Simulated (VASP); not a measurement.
## InP: energy against strain

InP (zinc blende, F-43m, 25.380 Å³/atom at rest, cube axes along x, y and z) under an equal strain ε along x and y, with z held. PBEsol in VASP (plane waves, PAW), 480 eV, 10×10×10 Γ-centred mesh, Gaussian smearing 0.05 eV; ions are relaxed within the symmetry of each cell.

Here s stands for strain and y for E less E0.

```
strain (%)  E less E0 (meV/atom)
----------  --------------------
-3.00                          ?
-1.50                       5.76
-1.00                       2.60
-0.50                       0.70
0.00                        0.00
0.50                        0.48
1.00                        2.08
1.50                        4.77
```

Question: Fit y against s with a parabola, and predict the withheld value at s = -3.00.

Answer: Least squares gives y = 0.003 - 0.3021·s + 2.3386·s². Residuals (row less fit): 0.042, -0.044, -0.039, -0.003, 0.043, 0.040, -0.042; standard error 0.051 (degrees of freedom: 4). Twice the quadratic coefficient over the volume, 2 × 2.3386 meV × 10⁴ × 0.1602 / 25.380 Å³, is the elastic constants 2(C11 + C12) = 295 ± 3 GPa. At the withheld row, y = 0.003 - 0.3021 × (-3.0) + 2.3386 × (-3.0)² = 21.957 meV/atom. The calculation gives 23.23 meV/atom, 1.273 meV/atom above the prediction (5.5 % of the range of y in the table). The row lies outside the fitted rows, so this is an extrapolation. From the scatter of the fitted rows alone, a prediction at this place has a standard error of 0.195 meV/atom, so the miss is 6.5 times that.

One order more, fitted to all 13 runs of the series, follows each within 0.01, so the miss is the next term of a smooth law. Rows are the converged runs of the series near zero and its far end; series whose fitted rows scatter by over a few per cent of the range, as at a crossing or softening among them, aren't shown in this form. Most that stay on the fit to the last digits aren't either.
